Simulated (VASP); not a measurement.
Output of a VASP run:

### OUTCAR
```
 ion  position               nearest neighbor table
   1  0.500  0.500  0.500-   2 2.66   2 2.66   2 2.66   2 2.66   2 2.66   2 2.66   2 2.66   2 2.66
  LATTYP: Found a simple cubic cell.
 ALAT       =     3.0686394940
 Subroutine PRICEL returns:
 Original cell was already a primitive cell.
 Subroutine GETGRP returns: Found 48 space group operations
The static configuration has the point symmetry O_h .
The dynamic configuration has the point symmetry O_h .
 Subroutine INISYM returns: Found 48 space group operations
 Subroutine IBZKPT returns following result:
 Found     84 irreducible k-points:

 Following reciprocal coordinates:
            Coordinates               Weight
  0.000000  0.000000  0.000000      1.000000
  0.083333  0.000000  0.000000      6.000000
  0.166667  0.000000  0.000000      6.000000
  0.250000  0.000000  0.000000      6.000000
  0.333333  0.000000  0.000000      6.000000
  0.416667  0.000000  0.000000      6.000000
  0.500000  0.000000  0.000000      3.000000
  0.083333  0.083333  0.000000     12.000000
  0.166667  0.083333  0.000000     24.000000
  0.250000  0.083333  0.000000     24.000000
  0.333333  0.083333  0.000000     24.000000
  0.416667  0.083333  0.000000     24.000000
  0.500000  0.083333  0.000000     12.000000
  0.166667  0.166667  0.000000     12.000000
  0.250000  0.166667  0.000000     24.000000
  0.333333  0.166667  0.000000     24.000000
  0.416667  0.166667  0.000000     24.000000
  0.500000  0.166667  0.000000     12.000000
  0.250000  0.250000  0.000000     12.000000
  0.333333  0.250000  0.000000     24.000000
  0.416667  0.250000  0.000000     24.000000
  0.500000  0.250000  0.000000     12.000000
  0.333333  0.333333  0.000000     12.000000
  0.416667  0.333333  0.000000     24.000000
  0.500000  0.333333  0.000000     12.000000
  0.416667  0.416667  0.000000     12.000000
  0.500000  0.416667  0.000000     12.000000
  0.500000  0.500000  0.000000      3.000000
  0.083333  0.083333  0.083333      8.000000
  0.166667  0.083333  0.083333     24.000000
  0.250000  0.083333  0.083333     24.000000
  0.333333  0.083333  0.083333     24.000000
  0.416667  0.083333  0.083333     24.000000
  0.500000  0.083333  0.083333     12.000000
  0.166667  0.166667  0.083333     24.000000
  0.250000  0.166667  0.083333     48.000000
  0.333333  0.166667  0.083333     48.000000
  0.416667  0.166667  0.083333     48.000000
  0.500000  0.166667  0.083333     24.000000
  0.250000  0.250000  0.083333     24.000000
   k-points           NKPTS =     84   k-points in BZ     NKDIM =     84   number of bands    NBANDS=     15
   number of dos      NEDOS =    301   number of ions     NIONS =      2
   total plane-waves  NPLWV =  13824
   dimension x,y,z NGX =    24 NGY =   24 NGZ =   24
   dimension x,y,z NGXF=    48 NGYF=   48 NGZF=   48
   ions per type =               1   1
   PREC   = accura    normal or accurate (medium, high low for compatibility)
   ISTART =      0    job   : 0-new  1-cont  2-samecut
   ICHARG =      2    charge: 1-file 2-atom 10-const
   ISPIN  =      1    spin polarized calculation?
   LNONCOLLINEAR =      F non collinear calculations
   LSORBIT =      F    spin-orbit coupling
   INIWAV =      1    electr: 0-lowe 1-rand  2-diag
   ENCUT  =  500.0 eV  36.75 Ry    6.06 a.u.   5.59  5.59  5.59*2*pi/ulx,y,z
   NELM   =    100;   NELMIN=  2; NELMDL= -5     # of ELM steps
   EDIFF  = 0.1E-05   stopping-criterion for ELM
   LREAL  =      F    real-space projection
   NLSPLINE    = F    spline interpolate recip. space projectors
   LMAXMIX     =    6 max onsite mixed and CHGCAR
   VOSKOWN=      0    Vosko Wilk Nusair interpolation
   EDIFFG = -.2E-01   stopping-criterion for IOM
   NSW    =     40    number of steps for IOM
   NBLOCK =      1;   KBLOCK =     40    inner block; outer block
   IBRION =      2    ionic relax: 0-MD 1-quasi-New 2-CG
   NFREE  =      1    steps in history (QN), initial steepest desc. (CG)
...
```

File OSZICAR:
```
...
DAV:   3    -0.647735160240E+01   -0.36556E+01   -0.36303E+01  2926   0.666E+01
DAV:   4    -0.650231178451E+01   -0.24960E-01   -0.24958E-01  3024   0.466E+00
DAV:   5    -0.650256399991E+01   -0.25222E-03   -0.25221E-03  3080   0.497E-01    0.109E+01
DAV:   6    -0.594886558791E+01    0.55370E+00   -0.18011E+00  2611   0.170E+01    0.646E+00
DAV:   7    -0.591366569063E+01    0.35200E-01   -0.52299E-02  3410   0.433E+00    0.324E+00
DAV:   8    -0.590341478681E+01    0.10251E-01   -0.73450E-03  2973   0.108E+00    0.145E-01
DAV:   9    -0.590344061634E+01   -0.25830E-04   -0.33520E-04  2828   0.237E-01    0.531E-02
DAV:  10    -0.590344869979E+01   -0.80835E-05   -0.18372E-05  3451   0.825E-02    0.152E-02
DAV:  11    -0.590344863964E+01    0.60149E-07   -0.47351E-06  2422   0.458E-02
   1 F= -.22963583E+01 E0= -.22961831E+01  d E =-.229636E+01
       N       E                     dE             d eps       ncg     rms          rms(c)
DAV:   1    -0.107565116297E+02   -0.48531E+01   -0.73797E+01  2737   0.160E+02    0.180E+01
DAV:   2    -0.579293446255E+01    0.49636E+01   -0.19575E+01  2667   0.139E+02    0.503E+00
DAV:   3    -0.542749622605E+01    0.36544E+00   -0.25377E+00  3018   0.444E+01    0.343E+00
DAV:   4    -0.535769684528E+01    0.69799E-01   -0.13017E-01  3424   0.130E+01    0.211E+00
DAV:   5    -0.530819027903E+01    0.49507E-01   -0.64539E-02  3757   0.109E+01    0.281E-01
DAV:   6    -0.530851345733E+01   -0.32318E-03   -0.14114E-02  3146   0.228E+00    0.117E-01
DAV:   7    -0.530853689357E+01   -0.23436E-04   -0.65718E-04  3006   0.387E-01    0.246E-02
DAV:   8    -0.530853272520E+01    0.41684E-05   -0.47445E-05  3428   0.126E-01    0.479E-03
DAV:   9    -0.530853232877E+01    0.39643E-06   -0.19242E-06  1719   0.247E-02
   2 F= -.21575755E+01 E0= -.21573360E+01  d E =0.138783E+00
       N       E                     dE             d eps       ncg     rms          rms(c)
DAV:   1    -0.796683046874E+01   -0.26583E+01   -0.33815E+01  2548   0.128E+02    0.953E+00
DAV:   2    -0.601264621235E+01    0.19542E+01   -0.53057E+00  2989   0.477E+01    0.462E+00
DAV:   3    -0.583477446889E+01    0.17787E+00   -0.38746E-01  2912   0.846E+00    0.280E+00
DAV:   4    -0.579332426644E+01    0.41450E-01   -0.36121E-02  3643   0.418E+00    0.723E-01
DAV:   5    -0.578865087960E+01    0.46734E-02   -0.58951E-03  3118   0.952E-01    0.542E-02
DAV:   6    -0.578869496438E+01   -0.44085E-04   -0.37110E-04  2713   0.194E-01    0.347E-02
DAV:   7    -0.578869914713E+01   -0.41827E-05   -0.25226E-05  3904   0.180E-01    0.861E-03
DAV:   8    -0.578869913397E+01    0.13159E-07   -0.10788E-05  2583   0.531E-02    0.314E-03
DAV:   9    -0.578869900649E+01    0.12748E-06   -0.80229E-08  1281   0.338E-03
   3 F= -.23389944E+01 E0= -.23388395E+01  d E =-.426361E-01
       N       E                     dE             d eps       ncg     rms          rms(c)
DAV:   1    -0.578549356391E+01    0.32056E-02   -0.43775E-03  2639   0.135E+00    0.114E-01
DAV:   2    -0.578522136306E+01    0.27220E-03   -0.83362E-04  2947   0.783E-01    0.434E-02
DAV:   3    -0.578520194904E+01    0.19414E-04   -0.48906E-05  2569   0.859E-02    0.270E-02
DAV:   4    -0.578519815237E+01    0.37967E-05   -0.20434E-06  2006   0.597E-02    0.143E-02
DAV:   5    -0.578519674405E+01    0.14083E-05   -0.19891E-06  1936   0.264E-02    0.116E-03
DAV:   6    -0.578519674273E+01    0.13179E-08   -0.59206E-07  1281   0.137E-02
   4 F= -.23390315E+01 E0= -.23388769E+01  d E =-.426732E-01
```

### OUTCAR
```
------------------------ aborting loop because EDIFF is reached ----------------------------------------
  FORCE on cell =-STRESS in cart. coord.  units (eV):
  Direction    XX          YY          ZZ          XY          YZ          ZX
  --------------------------------------------------------------------------------------
  Total        3.4257087      3.4257087      3.4257087      0.0000000      0.0000000     -0.0000000
  in kB      198.8127943    198.8127943    198.8127943      0.0000000      0.0000000     -0.0000000
  external PRESSURE =      -1.1872057 kB  Pullay stress =     200.0000000 kB
  volume of cell :       27.61
      direct lattice vectors                 reciprocal lattice vectors
     3.022309217 -0.000000000  0.000000000     0.330872829  0.000000000  0.000000000
    -0.000000000  3.022309217  0.000000000     0.000000000  0.330872829  0.000000000
    -0.000000000 -0.000000000  3.022309217    -0.000000000 -0.000000000  0.330872829
 POSITION                                       TOTAL-FORCE (eV/Angst)
 -----------------------------------------------------------------------------------
      1.51115      1.51115      1.51115        -0.000000     -0.000000      0.000000
      0.00000      0.00000      0.00000         0.000000      0.000000      0.000000
 -----------------------------------------------------------------------------------
    total drift:                                0.000000      0.000000     -0.000000
  FREE ENERGIE OF THE ION-ELECTRON SYSTEM (eV)
  ---------------------------------------------------
  free  energy   TOTEN  =        -5.7851967427 eV

  energy  without entropy=       -5.7847331165  energy(sigma->0) =       -5.78504220
  enthalpy is  TOTEN    =        -2.3390314826 eV   P V=        3.4461652601

 reached required accuracy - stopping structural energy minimisation
```
(Selected blocks of OUTCAR.)

POSCAR:
```
AuZn
1
    3.0686394940     0.0000000000     0.0000000000
    0.0000000000     3.0686394940     0.0000000000
    0.0000000000     0.0000000000     3.0686394940
Zn Au
1 1
Direct
  0.5000000000   0.5000000000   0.5000000000
  0.0000000000   0.0000000000   0.0000000000
```

Task: Write an INCAR and KPOINTS that could have produced this output.

Result: Several could match; the one computed here: the input of the run itself, PBEsol GGA, plane waves, VASP's PBE PAW potentials (set 64).

**KPOINTS**
```
Automatic
0
G
 12 12 12
0 0 0
```

### INCAR
```
# general
SYSTEM  = AuZn
PREC    = Accurate
ENCUT   = 500
LREAL   = F   # projection in real space or not
LASPH   = T

# electronic loop
EDIFF   = 1E-6   # SCF stop (eV)
NELM    = 100
ALGO    = Normal   # blocked Davidson
LMAXMIX = 6   # l cut-off of mixed one-centre charges

# smearing
ISMEAR  = 1   # Methfessel-Paxton
SIGMA   = 0.1   # width (eV)

# functional
GGA     = PS

# ions
IBRION  = 2
NSW     = 40   # most ionic steps
ISIF    = 3
EDIFFG  = -0.02   # ionic stop
PSTRESS = 200   # kbar

# output
LWAVE   = F
LCHARG  = F
```

POTCAR, in this order: Zn Au (PBE.64 set). Program: vasp_std.

Energy and stress use the plane-wave basis of the starting cell.

The compound is AuZn in the CsCl type structure. This run relaxes it under an external pressure of 20 GPa. Symmetry was kept, so distortions that lower it aren't found. The electron count is odd and the run is not spin-polarised, which forces a metal.
